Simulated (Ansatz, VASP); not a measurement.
# Co in two plane-wave programs, part 2 of 2

Wanted: the spread between two codes on one cell, functional and k mesh. The cell is taken from a series of runs on this material, whose earlier steps may have relaxed, scaled, displaced or heated it; both programs get it as it stands.

VASP 6.6.1 and Ansatz 0.2.0.

So far. Step 2 (Ansatz: single point, PBEsol, pair 1): The run ends at a pressure of 67.73 GPa.

## 4. Comparison

Known differences besides the potentials themselves: VASP starts from the moments at which Ansatz ended; the data sets hold 68 valence electrons in Ansatz (on its PAW soft_1 files) and 36 in VASP; the cutoff is 420 eV in Ansatz and 600 eV in VASP; Ansatz makes its cores anew for this functional, VASP keeps those of its PBE data sets; site moments are counted in spheres of each program's own size. Total energies have different zeros and are not compared.

Compared:

```
          quantity  Ansatz   VASP  difference
    pressure (GPa)   67.73  65.55       +2.18
 total moment (μB)    4.01   3.97       +0.03
moment on Co1 (μB)    1.06   1.00       +0.06
moment on Co3 (μB)    1.06   1.00       +0.06
moment on Co2 (μB)    1.00   0.94       +0.06
moment on Co4 (μB)    1.00   0.94       +0.06
```

## 5. Ansatz: single point, PBEsol, pair 2

With cell and atoms fixed, the geometry can't cause a difference; cores, projectors, grids and the points listed under the comparison can.

The cell is taken from a series of runs on this material, whose earlier steps may have relaxed, scaled, displaced or heated it; both programs get it as it stands.

The input, input.yaml:

```yaml
crystal:
  lattice:
    - [2.29346639, 0.0, 0.0]
    - [-1.1467332, 1.98620016, 0.0]
    - [0.0, 0.0, 7.50845114]
  atoms:
    - { symbol: Co, position: [0.0, 0.0, 0.0], spin: 2.0 }
    - { symbol: Co, position: [0.33333333, 0.66666667, 0.25], spin: 2.0 }
    - { symbol: Co, position: [0.0, 0.0, 0.5], spin: 2.0 }
    - { symbol: Co, position: [0.66666667, 0.33333333, 0.75], spin: 2.0 }
magnetization:
  spin_polarized: true
kpoints:
  mp_grid: { grid: [19, 19, 5] }
hamiltonian:
  xc: pbesol
  pseudopotentials: { kind: paw, azcp: { folder: soft_1 }, xc_functional: pbe }
scf:
  occupations: { method: fermi_dirac, width: 0.1 }
  max_iter: 120
  convergence: { dr2_threshold: 1.0e-08 }
  lower_state_search: "off"
basis:
  ecutwfc: 420.0
output:
  stress: true
```

Launch:

```bash
> ansatz run input.yaml --threads 1 --pin off --max-ram 2048MiB --backend cpu --events-out ev --progress --plain --runs-dir out
```

Numbers of over 12 decimals in the logs are rounded to 6 here.

Output:

```text
[...]
Crystal: 4 atoms, lattice volume = 34.203 Å³
Basis set: ecut = 420 eV, 661 PW (Γ)
Bands: 46, of which v1, the nominal top of the filled ones, is band 34 counted from 1 (33 counted from 0)
Symmetry: 24 space group operations
[...]
k-points: 120 of 1805
[...]
Internal energy: -20370.392111 eV  (E = F + TS)
E sigma→0 (E₀):  -20370.505843 eV
Entropy (-TS):   -0.227463 eV (-56.866 meV/atom)
Fermi energy:    24.593253 eV
[...]
--- Stress (GPa, compression-positive) ---
       69.439053      -0.000000       0.000000
       -0.000000      69.439053       0.000000
        0.000000       0.000000      64.264987
  P = ⅓ Tr σ = 67.7144 GPa (677.144 kbar)
[key lines of the parts left out:]
SCF converged after 26 iterations
Magnetization: 4.0046 μB (36.0023 up, 31.9977 down)
Free energy (F): -20370.619574 eV
```

The run ends at a pressure of 67.71 GPa.

## 6. VASP: single point, PBEsol, pair 2

The same cell, functional, mesh and smearing now go to VASP, with its own data sets.

The input, INCAR:

```
SYSTEM = Co
PREC = Accurate
ENCUT = 600
EDIFF = 1E-06
NELM = 200
ISMEAR = -1
SIGMA = 0.1
LREAL = .FALSE.
ALGO = Normal
GGA = PS
NBANDS = 29
ISPIN = 2
MAGMOM = 1.06 1 1.06 1
LASPH = .TRUE.
LMAXMIX = 4
LORBIT = 11
LWAVE = .FALSE.
LCHARG = .FALSE.
ISIF = 2
GGA_COMPAT = .FALSE.
KPAR = 2
```

The input, POSCAR:

```
Co
1.0
    2.2934663900      0.0000000000      0.0000000000
   -1.1467332000      1.9862001600      0.0000000000
    0.0000000000      0.0000000000      7.5084511400
Co
4
Direct
    0.0000000000      0.0000000000      0.0000000000
    0.3333333333      0.6666666667      0.2500000000
    0.0000000000      0.0000000000      0.5000000000
    0.6666666667      0.3333333333      0.7500000000
```

The input, KPOINTS:

```
Automatic mesh
0
Gamma
19 19 5
0 0 0
```

PAW data sets: Co (PBE family, release 64).

Launch:

```bash
> mpirun -np 2 vasp_std
```

Output:

```text
[banner, memory and clock lines left out]
running    2 mpi-ranks, on    1 nodes
[...]
[... a notice as in an earlier step ...]

 LDA part: xc-table for (Slater+PW92), standard interpolation
 POSCAR, INCAR and KPOINTS ok, starting setup
[...]
entering main loop
       N       E                     dE             d eps       ncg     rms          rms(c)
[... 24 cycles as in an earlier step ...]
   1 F= -.29636643E+02 E0= -.29521727E+02  d E =-.229833E+00  mag=     3.9746
```

OUTCAR, selected parts (step 6):

```text
[... 7 parts as in an earlier step ...]

[... 1 further part left out ...]
[key lines of the parts left out:]
E-fermi :  13.9543
```

The run ends at a pressure of 65.55 GPa.

## 7. Differences

What differs besides the data sets and the points named for the pairs above, as far as they apply: the data sets hold 68 valence electrons in Ansatz (on its PAW soft_1 files) and 36 in VASP. Total energies have different zeros and are not compared.

Both answers:

```
          quantity  Ansatz   VASP  difference
    pressure (GPa)   67.71  65.55       +2.16
 total moment (μB)    4.00   3.97       +0.03
moment on Co1 (μB)    1.06   1.00       +0.06
moment on Co3 (μB)    1.06   1.00       +0.06
moment on Co2 (μB)    1.00   0.94       +0.06
moment on Co4 (μB)    1.00   0.94       +0.06
```

## 8. Ansatz: single point, PBEsol, pair 3

With cell and atoms fixed, the geometry can't cause a difference; cores, projectors, grids and the points listed under the comparison can. The cell compared in this pair holds 38.48 Å³, against 34.20 Å³ for the pair before.

The cell is taken from a series of runs on this material, whose earlier steps may have relaxed, scaled, displaced or heated it; both programs get it as it stands.

input.yaml, as its differences from that of step 5:

```diff
@@ -2,5 +2,5 @@
   lattice:
-    - [2.29346639, 0.0, 0.0]
-    - [-1.1467332, 1.98620016, 0.0]
-    - [0.0, 0.0, 7.50845114]
+    - [2.38530117, 0.0, 0.0]
+    - [-1.19265059, 2.06573141, 0.0]
+    - [0.0, 0.0, 7.80910387]
   atoms:
```

Launch:

```bash
> ansatz run input.yaml --threads 1 --pin off --max-ram 2048MiB --backend cpu --events-out ev --progress --plain --runs-dir out
```

Output:

```text
[...]
Crystal: 4 atoms, lattice volume = 38.479 Å³
Basis set: ecut = 420 eV, 723 PW (Γ)
Bands: 46, of which v1, the nominal top of the filled ones, is band 34 counted from 1 (33 counted from 0)
Symmetry: 24 space group operations
[...]
k-points: 120 of 1805
[...]
Internal energy: -20371.683322 eV  (E = F + TS)
E sigma→0 (E₀):  -20371.747798 eV
Entropy (-TS):   -0.128952 eV (-32.238 meV/atom)
Fermi energy:    21.429275 eV
[...]
--- Stress (GPa, compression-positive) ---
       23.986206       0.000000       0.000000
        0.000000      23.986206       0.000000
        0.000000       0.000000      19.792691
  P = ⅓ Tr σ = 22.5884 GPa (225.884 kbar)
[key lines of the parts left out:]
SCF converged after 17 iterations
Magnetization: 6.0565 μB (37.0282 up, 30.9718 down)
Free energy (F): -20371.812274 eV
```

The run ends at a pressure of 22.59 GPa.

## 9. VASP: single point, PBEsol, pair 3

The same cell, functional, mesh and smearing now go to VASP, with its own data sets.

INCAR, as its differences from that of step 6:

```diff
@@ -10,5 +10,5 @@
 GGA = PS
-NBANDS = 29
+NBANDS = 30
 ISPIN = 2
-MAGMOM = 1.06 1 1.06 1
+MAGMOM = 1.56 1.57 1.56 1.57
 LASPH = .TRUE.
```

The input, POSCAR:

```
Co
1.0
    2.3853011700      0.0000000000      0.0000000000
   -1.1926505900      2.0657314100      0.0000000000
    0.0000000000      0.0000000000      7.8091038700
Co
4
Direct
    0.0000000000      0.0000000000      1.0000000000
    0.3333333333      0.6666666667      0.2500000000
    0.0000000000      0.0000000000      0.5000000000
    0.6666666667      0.3333333333      0.7500000000
```

KPOINTS is that of step 6.

Launch:

```bash
> mpirun -np 2 vasp_std
```

Output:

```text
[... set-up lines as in an earlier step ...]
 entering main loop
       N       E                     dE             d eps       ncg     rms          rms(c)
DAV:   1     0.254027018211E+03    0.25403E+03   -0.16659E+04 14784   0.182E+03
DAV:   2    -0.187708916963E+02   -0.27280E+03   -0.25393E+03 14400   0.332E+02
DAV:   3    -0.354752785898E+02   -0.16704E+02   -0.15774E+02 15954   0.110E+02
DAV:   4    -0.357917863852E+02   -0.31651E+00   -0.31595E+00 17414   0.149E+01
[...]
DAV:  14    -0.307871602251E+02    0.18496E-04   -0.62644E-05 18176   0.146E-01    0.309E-02
DAV:  15    -0.307871593514E+02    0.87366E-06   -0.22833E-05 20442   0.758E-02    0.212E-02
DAV:  16    -0.307871584554E+02    0.89598E-06   -0.66159E-06 13608   0.465E-02
   1 F= -.30787158E+02 E0= -.30721812E+02  d E =-.130694E+00  mag=     6.0416
```

OUTCAR, selected parts (step 9):

```text
  Total        5.4245354      5.4245354      4.4360963     -0.0000000     -0.0000000      0.0000000
  in kB      225.8680763    225.8680766    184.7112187     -0.0000005     -0.0000000      0.0000000
  external PRESSURE =     212.1491239 kB  Pullay stress =       0.0000000 kB

 POSITION                                       TOTAL-FORCE (eV/Angst)
 -----------------------------------------------------------------------------------
      0.00000      0.00000      0.00000         0.000000      0.000000     -0.000000
     -0.00000      1.37715      1.95228         0.000000      0.000000      0.000000
      0.00000      0.00000      3.90455         0.000000      0.000000     -0.000000
      1.19265      0.68858      5.85683        -0.000000     -0.000000     -0.000000
 -----------------------------------------------------------------------------------
    total drift:                                0.000000     -0.000000      0.000000

  FREE ENERGIE OF THE ION-ELECTRON SYSTEM (eV)
  ---------------------------------------------------
  free  energy   TOTEN  =       -30.7871584554 eV

  energy  without entropy=      -30.6564645940  energy(sigma->0) =      -30.72181152

 magnetization (x)
# of ion       s       p       d       tot
------------------------------------------
    1       -0.015  -0.047   1.555   1.494
    2       -0.014  -0.048   1.574   1.512
    3       -0.015  -0.047   1.555   1.494
    4       -0.014  -0.048   1.574   1.512
--------------------------------------------------
tot         -0.058  -0.189   6.258   6.011

[... 3 further parts left out ...]
[key lines of the parts left out:]
E-fermi :  11.9344
```

The run ends at a pressure of 21.21 GPa.

## 10. Differences

What differs besides the data sets and the points named for the pairs above, as far as they apply: the data sets hold 68 valence electrons in Ansatz (on its PAW soft_1 files) and 36 in VASP. Total energies have different zeros and are not compared.

Both answers:

```
          quantity  Ansatz   VASP  difference
    pressure (GPa)   22.59  21.21       +1.37
 total moment (μB)    6.06   6.04       +0.01
moment on Co2 (μB)    1.57   1.51       +0.06
moment on Co4 (μB)    1.57   1.51       +0.06
moment on Co1 (μB)    1.56   1.49       +0.06
moment on Co3 (μB)    1.56   1.49       +0.06
```

## 11. Further runs

Further runs change the set-up of one program: Ansatz's method, potentials or start, or VASP's data sets, cutoff or form of LDA. The table gives Ansatz less VASP for each quantity, since a change that brings one quantity closer may part another.

```
                          run  pressure (GPa)  total moment (μB)
                     as above             1.4              0.015
VASP with the data sets Co_sv             4.0            -5.0e-4
```

## 12. What came out

* difference in total moment (single point, PBEsol, pair 1): 0.033 μB
* difference in pressure (single point, PBEsol, pair 1): 2.2 GPa
* difference in total moment (single point, PBEsol, pair 2): 0.030 μB
* difference in pressure (single point, PBEsol, pair 2): 2.2 GPa
* difference in pressure (single point, PBEsol, pair 3): 1.4 GPa

**Reading.** The difference in pressure is 2.2 GPa (single point, PBEsol, pair 1), beyond the 1 GPa picked in this series as the mark of a large difference. The data sets hold unlike numbers of valence electrons (68 in Ansatz and 36 in VASP), so part of the differences comes from the potentials. Single point, PBEsol, pair 3, VASP with the data sets Co_sv: the difference in pressure goes from 1.4 to 4.0 GPa; the difference in total moment goes from 0.015 to -5.0e-4 μB. 5 further runs of this series are not shown here. How closely two codes agree says nothing of how well the functional describes the real material.

[Lines on the potential files, build, host, timing and source positions are cut from VASP's logs without a mark.]

[Logs are printed without paths, hosts, clocks, repeated set-up lines and the standing remarks that a program may print on its own settings, such as how far it seeks lower states.]

[Hosts, paths, dates, database ids (printed as entryN), source tags and the programs' standing remarks are cut or masked in the printed files.]
